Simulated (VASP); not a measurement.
Calculation: r2SCAN meta-GGA, VASP's PBE PAW potentials (set 64) (plane waves; VASP).

Gaps are without spin-orbit coupling.

**Question.** Order these relaxed crystals by band gap, smallest first: Sr2SiS4, P2_1/m (11); KI, Fm-3m (225); SrCuSeF, P4/nmm (129); HgTe, P3_221 (154).

**Answer.** HgTe, P3_221 (154) (0.90 eV), SrCuSeF, P4/nmm (129) (1.76 eV), Sr2SiS4, P2_1/m (11) (3.40 eV), KI, Fm-3m (225) (4.57 eV)
